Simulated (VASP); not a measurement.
```
MoSi2
1.0
   -1.59502     1.59502     3.91174
    1.59502    -1.59502     3.91174
    1.59502     1.59502    -3.91174
Si Mo
2 1
Cartesian
  0.00000   0.00000   5.20219
  0.00000   0.00000   2.62130
  0.00000   0.00000   0.07500
```

The numbers are results of PBEsol GGA, VASP's PBE PAW potentials (set 64) (plane waves; VASP), not measurements. Run with 480 eV cut-off, 12×12×12 Γ-centred mesh, first-order Methfessel-Paxton smearing of 0.10 eV, potentials Si Mo_sv.

**Question.** Which forces act on the atoms, in eV/Å?

**Answer.** 
| atom | Fx | Fy | Fz |
|---|---|---|---|
| Si1 | 0.000 | 0.000 | 0.489 |
| Si2 | 0.000 | 0.000 | 0.516 |
| Mo3 | 0.000 | 0.000 | -1.005 |

**Question.** Give the stress tensor in GPa (positive for a compressed cell).

**Answer.** 
```
0.69  0.00  0.00
0.00  0.69  0.00
0.00  0.00  1.20
```
The pressure is its mean diagonal, 0.86 GPa.

The compound is MoSi2 in the MoSi2 type structure. This cell was strained or had an atom moved on purpose.
